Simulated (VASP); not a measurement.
These are PBE GGA, VASP's PBE PAW potentials (set 64) (plane waves; VASP) values and carry that method's errors.

VASP input:

### KPOINTS
```
Automatic mesh
0
Gamma
8 8 10
0 0 0.5
```

### POSCAR
```
MoSi2
1
   -1.6050000000     1.6050000000     3.9250000000
    1.6050000000    -1.6050000000     3.9250000000
    1.6050000000     1.6050000000    -3.9250000000
Si Mo
2 1
Direct
  0.6712960000   0.6678040000   0.0122360000
  0.3291020000   0.3313760000  -0.0046010000
 -0.0003980000   0.0008210000  -0.0076360000
```

**INCAR**
```
ALGO = Normal
EDIFF = 1E-6
ENCUT = 300
GGA = PE
ISIF = 2
ISMEAR = 0
LASPH = .True.
LCHARG = .False.
LMAXMIX = 4
LREAL = .False.
LWAVE = .False.
NELM = 100
PREC = Accurate
SIGMA = 0.272
SYSTEM = MoSi2
```

POTCAR, in this order: Si Mo_sv (PBE.64 set). Program: vasp_std.

Output of the run:

File OUTCAR:
```
 ion  position               nearest neighbor table
   1  0.671  0.668  0.012-   3 2.55   3 2.58   2 2.60   2 2.60   3 2.60   2 2.62   3 2.63   2 2.64
                             2 2.66   3 2.67
   2  0.329  0.331  0.995-   3 2.58   1 2.60   1 2.60   1 2.62   3 2.63   3 2.64   3 2.64   1 2.64
                             3 2.64   1 2.66
   3  1.000  0.001  0.992-   1 2.55   2 2.58   1 2.58   1 2.60   1 2.63   2 2.63   2 2.64   2 2.64
                             2 2.64   1 2.67
  LATTYP: Found a body centered tetragonal cell.
 ALAT       =     3.2100000000
 C/A-ratio  =     2.4454828660
 Subroutine PRICEL returns:
 Original cell was already a primitive cell.
 Subroutine GETGRP returns: Found  1 space group operations
The static configuration has the point symmetry C_1 .
The dynamic configuration has the point symmetry C_1 .
 Subroutine INISYM returns: Found  1 space group operations
 Subroutine IBZKPT returns following result:
 Found    320 irreducible k-points:

 Following reciprocal coordinates:
            Coordinates               Weight
  0.000000  0.000000  0.050000      2.000000
  0.125000  0.000000  0.050000      2.000000
  0.250000 -0.000000  0.050000      2.000000
  0.375000 -0.000000  0.050000      2.000000
  0.500000 -0.000000  0.050000      2.000000
 -0.375000  0.000000  0.050000      2.000000
 -0.250000  0.000000  0.050000      2.000000
 -0.125000  0.000000  0.050000      2.000000
  0.000000  0.125000  0.050000      2.000000
  0.125000  0.125000  0.050000      2.000000
  0.250000  0.125000  0.050000      2.000000
  0.375000  0.125000  0.050000      2.000000
  0.500000  0.125000  0.050000      2.000000
 -0.375000  0.125000  0.050000      2.000000
 -0.250000  0.125000  0.050000      2.000000
 -0.125000  0.125000  0.050000      2.000000
 -0.000000  0.250000  0.050000      2.000000
  0.125000  0.250000  0.050000      2.000000
  0.250000  0.250000  0.050000      2.000000
  0.375000  0.250000  0.050000      2.000000
  0.500000  0.250000  0.050000      2.000000
 -0.375000  0.250000  0.050000      2.000000
 -0.250000  0.250000  0.050000      2.000000
 -0.125000  0.250000  0.050000      2.000000
 -0.000000  0.375000  0.050000      2.000000
  0.125000  0.375000  0.050000      2.000000
  0.250000  0.375000  0.050000      2.000000
  0.375000  0.375000  0.050000      2.000000
  0.500000  0.375000  0.050000      2.000000
 -0.375000  0.375000  0.050000      2.000000
 -0.250000  0.375000  0.050000      2.000000
 -0.125000  0.375000  0.050000      2.000000
 -0.000000  0.500000  0.050000      2.000000
  0.125000  0.500000  0.050000      2.000000
  0.250000  0.500000  0.050000      2.000000
  0.375000  0.500000  0.050000      2.000000
  0.500000  0.500000  0.050000      2.000000
 -0.375000  0.500000  0.050000      2.000000
 -0.250000  0.500000  0.050000      2.000000
 -0.125000  0.500000  0.050000      2.000000
   k-points           NKPTS =    320   k-points in BZ     NKDIM =    320   number of bands    NBANDS=     15
   number of dos      NEDOS =    301   number of ions     NIONS =      3
   total plane-waves  NPLWV =  21952
   dimension x,y,z NGX =    28 NGY =   28 NGZ =   28
   dimension x,y,z NGXF=    56 NGYF=   56 NGZF=   56
   ions per type =               2   1
   PREC   = accura    normal or accurate (medium, high low for compatibility)
   ISTART =      0    job   : 0-new  1-cont  2-samecut
   ICHARG =      2    charge: 1-file 2-atom 10-const
   ISPIN  =      1    spin polarized calculation?
   LNONCOLLINEAR =      F non collinear calculations
   LSORBIT =      F    spin-orbit coupling
   INIWAV =      1    electr: 0-lowe 1-rand  2-diag
   ENCUT  =  300.0 eV  22.05 Ry    4.70 a.u.   6.40  6.40  6.40*2*pi/ulx,y,z
...
```

**OSZICAR**
```
       N       E                     dE             d eps       ncg     rms          rms(c)
DAV:   1     0.633500148518E+02    0.63350E+02   -0.86968E+03 10864   0.917E+02
DAV:   2    -0.228663864857E+02   -0.86216E+02   -0.84949E+02 12281   0.245E+02
DAV:   3    -0.241313075331E+02   -0.12649E+01   -0.12580E+01 12407   0.276E+01
DAV:   4    -0.241369019403E+02   -0.55944E-02   -0.55871E-02 11539   0.201E+00
DAV:   5    -0.241369491217E+02   -0.47181E-04   -0.47174E-04 12463   0.154E-01    0.208E+01
DAV:   6    -0.233929730860E+02    0.74398E+00   -0.75862E+00 11329   0.186E+01    0.471E+00
DAV:   7    -0.232589882283E+02    0.13398E+00   -0.11661E+00 10819   0.684E+00    0.441E+00
DAV:   8    -0.232239181636E+02    0.35070E-01   -0.11511E-01 11609   0.275E+00    0.461E-01
DAV:   9    -0.232231961714E+02    0.72199E-03   -0.21529E-03 11910   0.387E-01    0.249E-01
DAV:  10    -0.232231414003E+02    0.54771E-04   -0.64989E-04 11504   0.235E-01    0.533E-02
DAV:  11    -0.232231285081E+02    0.12892E-04   -0.19040E-04 11441   0.109E-01    0.335E-02
DAV:  12    -0.232231258753E+02    0.26328E-05   -0.21763E-05 10993   0.332E-02    0.580E-03
DAV:  13    -0.232231253845E+02    0.49086E-06   -0.65929E-07  5955   0.797E-03
   1 F= -.23223125E+02 E0= -.23217594E+02  d E =-.110624E-01
```

OUTCAR:
```
------------------------ aborting loop because EDIFF is reached ----------------------------------------
  FORCE on cell =-STRESS in cart. coord.  units (eV):
  Direction    XX          YY          ZZ          XY          YZ          ZX
  --------------------------------------------------------------------------------------
  Total        0.3637345      0.3511871      0.5515133      0.0375235     -0.0888373     -0.0500893
  in kB       14.4093833     13.9123140     21.8482580      1.4864974     -3.5192991     -1.9842911
  external PRESSURE =      16.7233184 kB  Pullay stress =       0.0000000 kB
  volume of cell :       40.44
      direct lattice vectors                 reciprocal lattice vectors
    -1.605000000  1.605000000  3.925000000     0.000000000  0.311526480  0.127388535
     1.605000000 -1.605000000  3.925000000     0.311526480  0.000000000  0.127388535
     1.605000000  1.605000000 -3.925000000     0.311526480  0.311526480  0.000000000
 POSITION                                       TOTAL-FORCE (eV/Angst)
 -----------------------------------------------------------------------------------
      0.01403      0.02524      5.20794        -0.189039     -0.328582      0.256221
      1.60127      1.59397     -1.31456         0.027089      0.097039      0.379138
     -0.01030      3.19579      0.03163         0.161950      0.231543     -0.635359
 -----------------------------------------------------------------------------------
    total drift:                                0.000018      0.000026     -0.000076
  FREE ENERGIE OF THE ION-ELECTRON SYSTEM (eV)
  ---------------------------------------------------
  free  energy   TOTEN  =       -23.2231253845 eV

  energy  without entropy=      -23.2120629777  energy(sigma->0) =      -23.21759418
```
(Selected blocks of OUTCAR.)

At this cut-off the stress carries a Pulay error, which pulls relaxed volumes low.

The structure is a typed MoSi2 crystal. The cell was not relaxed at this level, atoms are displaced from their ideal sites. The run is one of a series of settings (KPOINTS 8×8×10 Γ-centred mesh shifted by (0, 0, 0.5) against the base run), some of them coarse on purpose.
